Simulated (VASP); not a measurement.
A convergence study with VASP on PbTe (rock salt): one setting is varied, all else stays as given below, so the limit is that of these other settings.

```yaml
crystal:
  lattice:
    - [0.00000, 3.23000, 3.23000]
    - [3.23000, 0.00000, 3.23000]
    - [3.23000, 3.23000, 0.00000]
  atoms:
    - { symbol: Te, position: [0.50000, 0.50000, 0.50000] }
    - { symbol: Pb, position: [0.00000, 0.00000, 0.00000] }
```

All values below come from PBEsol GGA, VASP's PBE PAW potentials (set 64) (plane waves; VASP). The tightest run used: 600 eV cut-off, 6×6×6 Γ-centred mesh, Gaussian smearing of 0.010 eV, potentials Te Pb_d.

Task: The settings run are ENCUT = 200; ENCUT = 300; ENCUT = 400; ENCUT = 500; ENCUT = 600. From which on does the mean ε∞ stay within 0.05  of the tightest run?

Result: From ENCUT = 300 on: it is off by 0.03 there and by no more than 0.05 in any finer run, while ENCUT = 200 is off by 0.33.
| setting | mean ε∞ | plane waves | difference judged () |
|---|---|---|---|
| ENCUT = 200 | 31.51 | 444 | 0.33 |
| ENCUT = 300 | 31.86 | 821 | 0.03 |
| ENCUT = 400 | 31.84 | 1243 | 0.00 |
| ENCUT = 500 | 31.84 | 1724 | 0.00 |
| ENCUT = 600 | 31.84 | 2272 | 0.00 |

Left out are rungs that failed or repeat a setting and relaxations that didn't move; long series are thinned to 24 rows.

The compound is PbTe in the rock salt structure. The cell was not relaxed at this level.
